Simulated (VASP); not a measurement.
A convergence study with VASP on GaAs (zinc blende): one setting is varied, all else stays as given below, so the limit is that of these other settings. Each run relaxes cell and ions from the cell shown. The basis is that of the starting cell, so low cut-offs carry a Pulay error.

```xyz
2
Lattice="0.0000 2.8250 2.8250 2.8250 0.0000 2.8250 2.8250 2.8250 0.0000" Properties=species:S:1:pos:R:3 pbc="T T T"
Ga     0.0000     0.0000     0.0000
As     1.4125     1.4125     1.4125
```

Calculation: PBE GGA, VASP's PBE PAW potentials (set 64) (plane waves; VASP). The tightest run used: 700 eV cut-off, 7×7×7 Γ-centred mesh, Gaussian smearing of 0.050 eV, potentials Ga_d As.

Gaps are read on the run's mesh, which can miss a band edge.

```csv
setting,relaxed volume (Å³/atom),E (eV/atom),gap on the mesh (eV),plane waves
ENCUT = 200,19.886,-4.1096,1.178,301
ENCUT = 250,22.596,-4.1089,0.516,415
ENCUT = 300,23.681,-4.1320,0.169,541
ENCUT = 350,23.726,-4.1316,0.155,681
ENCUT = 400,23.682,-4.1305,0.169,869
```

Q: These are the cheaper rows. Estimate the results at ENCUT = 700, and how far the last row shown lies from them.

A: 
```json
[
 {"quantity": "relaxed volume (Å³/atom)", "tightest run": "23.758", "last row shown is off by": "-0.076"},
 {"quantity": "E (eV/atom)", "tightest run": "-4.1325", "last row shown is off by": "0.0019"},
 {"quantity": "gap on the mesh (eV)", "tightest run": "0.146", "last row shown is off by": "0.023"}
]
```

Left out are rungs that failed or repeat a setting and relaxations that didn't move; long series are thinned to 24 rows.

The compound is GaAs in the zinc blende structure.
